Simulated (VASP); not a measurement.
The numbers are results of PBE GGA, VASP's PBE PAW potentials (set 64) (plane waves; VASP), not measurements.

VASP input:

**INCAR**
```
# general
SYSTEM =MnS
PREC   =Accurate
ENCUT  =400
LREAL  =.False.
LASPH  =.True.

# electronic loop
EDIFF  =1E-6
NELM   =100
ALGO   =Normal
LMAXMIX=4

# smearing
ISMEAR =0
SIGMA  =0.05

# functional
GGA    =PE

# spin
ISPIN  =2
MAGMOM =5.0 -5.0 2*0.0

# ions
IBRION =2
NSW    =60
ISIF   =3
EDIFFG =-0.02

# output
LWAVE  =.False.
LCHARG =.False.
LORBIT =10
```

File POSCAR:
```
MnS
1.0
  5.1170184555   2.5523414050   2.5523414050
  2.5523414050   5.1170184555   2.5523414050
  2.5523414050   2.5523414050   5.1170184555
Mn S
2 2
Cart
  0.0000000000   0.0000000000   0.0000000000
  5.1108506328   5.1108506328   5.1108506328
  2.5554253164   2.5554253164   2.5554253164
  7.6662759491   7.6662759491   7.6662759491
```

**KPOINTS**
```
kpoints
0
G
7 7 7
```

POTCAR, in this order: Mn_pv S (PBE.64 set). Program: vasp_std.

Output of the run:

File OUTCAR:
```
 ion  position               nearest neighbor table
   1  0.000  0.000  0.000-   4 2.56   4 2.56   4 2.56   3 2.56   3 2.56   3 2.56
   2  0.500  0.500  0.500-   3 2.56   3 2.56   3 2.56   4 2.56   4 2.56   4 2.56
   3  0.250  0.250  0.250-   1 2.56   1 2.56   1 2.56   2 2.56   2 2.56   2 2.56
   4  0.750  0.750  0.750-   2 2.56   2 2.56   2 2.56   1 2.56   1 2.56   1 2.56
  LATTYP: Found a trigonal (rhomboedric) cell.
 ALAT       =     6.2620101540
 COS(alpha) =     0.8322595375
 Subroutine PRICEL returns following result:
  LATTYP: Found a trigonal (rhomboedric) cell.
 ALAT       =     3.6182837063
 COS(alpha) =     0.4975878445
 Subroutine GETGRP returns: Found 12 space group operations
The static configuration has the point symmetry D_3d.
The dynamic configuration has the point symmetry D_3d.
The overall configuration has the point symmetry D_3d.
 Subroutine INISYM returns: Found 12 space group operations
 Subroutine IBZKPT returns following result:
 Found     44 irreducible k-points:

 Following reciprocal coordinates:
            Coordinates               Weight
  0.000000  0.000000  0.000000      1.000000
  0.142857  0.000000  0.000000      6.000000
  0.285714 -0.000000 -0.000000      6.000000
  0.428571 -0.000000 -0.000000      6.000000
  0.142857  0.142857  0.000000      6.000000
  0.285714  0.142857  0.000000     12.000000
  0.428571  0.142857  0.000000     12.000000
 -0.428571  0.142857 -0.000000     12.000000
 -0.285714  0.142857  0.000000     12.000000
 -0.142857  0.142857  0.000000      6.000000
  0.285714  0.285714  0.000000      6.000000
  0.428571  0.285714 -0.000000     12.000000
 -0.428571  0.285714  0.000000     12.000000
 -0.285714  0.285714  0.000000      6.000000
  0.428571  0.428571  0.000000      6.000000
 -0.428571  0.428571  0.000000      6.000000
  0.142857  0.142857  0.142857      2.000000
  0.285714  0.142857  0.142857      6.000000
...
```

OSZICAR:
```
       N       E                     dE             d eps       ncg     rms          rms(c)
DAV:   1     0.333386753843E+03    0.33339E+03   -0.18904E+04  4600   0.150E+03
DAV:   2     0.115873809587E+01   -0.33223E+03   -0.32768E+03  4104   0.437E+02
DAV:   3    -0.296350178999E+02   -0.30794E+02   -0.30218E+02  5695   0.123E+02
DAV:   4    -0.305361411241E+02   -0.90112E+00   -0.90045E+00  4748   0.205E+01
DAV:   5    -0.305535582014E+02   -0.17417E-01   -0.17414E-01  5127   0.340E+00    0.170E+01
DAV:   6    -0.281883857895E+02    0.23652E+01   -0.21558E+01  5444   0.433E+01    0.140E+01
DAV:   7    -0.284174483102E+02   -0.22906E+00   -0.20322E+00  4809   0.146E+01    0.832E+00
DAV:   8    -0.284397080753E+02   -0.22260E-01   -0.30730E-01  5503   0.533E+00    0.377E+00
DAV:   9    -0.284304302048E+02    0.92779E-02   -0.58737E-02  5509   0.247E+00    0.435E-01
DAV:  10    -0.284345185687E+02   -0.40884E-02   -0.56321E-03  4832   0.641E-01    0.241E-01
DAV:  11    -0.284349320904E+02   -0.41352E-03   -0.46231E-04  4916   0.163E-01    0.143E-01
DAV:  12    -0.284350051377E+02   -0.73047E-04   -0.11622E-04  4860   0.598E-02    0.862E-02
DAV:  13    -0.284350288235E+02   -0.23686E-04   -0.32426E-05  4475   0.453E-02    0.172E-02
DAV:  14    -0.284350283921E+02    0.43138E-06   -0.12159E-05  5015   0.209E-02    0.831E-03
DAV:  15    -0.284350295628E+02   -0.11707E-05   -0.90332E-07  2563   0.124E-02    0.262E-03
DAV:  16    -0.284350295487E+02    0.14127E-07   -0.10327E-07  2542   0.273E-03
   1 F= -.28435030E+02 E0= -.28435030E+02  d E =-.284350E+02  mag=    -0.0000
```

**OUTCAR**
```
------------------------ aborting loop because EDIFF is reached ----------------------------------------
  FORCE on cell =-STRESS in cart. coord.  units (eV):
  Direction    XX          YY          ZZ          XY          YZ          ZX
  --------------------------------------------------------------------------------------
  Total       -0.0454596     -0.0454596     -0.0454596     -0.0694450     -0.0694450     -0.0694450
  in kB       -1.0832970     -1.0832970     -1.0832970     -1.6548656     -1.6548656     -1.6548656
  external PRESSURE =      -1.0832970 kB  Pullay stress =       0.0000000 kB
  volume of cell :       67.23
      direct lattice vectors                 reciprocal lattice vectors
     5.117018456  2.552341405  2.552341405     0.292552118 -0.097360522 -0.097360522
     2.552341405  5.117018456  2.552341405    -0.097360522  0.292552118 -0.097360522
     2.552341405  2.552341405  5.117018456    -0.097360522 -0.097360522  0.292552118
 POSITION                                       TOTAL-FORCE (eV/Angst)
 -----------------------------------------------------------------------------------
      0.00000      0.00000      0.00000         0.000000     -0.000000     -0.000000
      5.11085      5.11085      5.11085         0.000000     -0.000000     -0.000000
      2.55543      2.55543      2.55543        -0.000000      0.000000     -0.000000
      7.66628      7.66628      7.66628         0.000000      0.000000      0.000000
 -----------------------------------------------------------------------------------
    total drift:                                0.000000     -0.000000     -0.000000
  FREE ENERGIE OF THE ION-ELECTRON SYSTEM (eV)
  ---------------------------------------------------
  free  energy   TOTEN  =       -28.4350295487 eV

  energy  without entropy=      -28.4350295487  energy(sigma->0) =      -28.43502955

 total charge

# of ion       s       p       d       tot
------------------------------------------
    1        0.218   6.173   4.969  11.360
    2        0.218   6.173   4.969  11.360
    3        1.326   2.421   0.000   3.747
    4        1.326   2.421   0.000   3.747
--------------------------------------------------
tot          3.088  17.188   9.937  30.214

 magnetization (x)

# of ion       s       p       d       tot
------------------------------------------
    1        0.017   0.015   4.107   4.140
    2       -0.017  -0.015  -4.107  -4.140
    3        0.000   0.000   0.000   0.000
    4        0.000   0.000   0.000   0.000
--------------------------------------------------
tot         -0.000   0.000   0.000  -0.000

 reached required accuracy - stopping structural energy minimisation
```
(Selected blocks of OUTCAR.)

The compound is MnS in the rock salt, AFM-II order structure. It was relaxed first, which changed the volume by -5 %. The start is the result of an earlier pass.
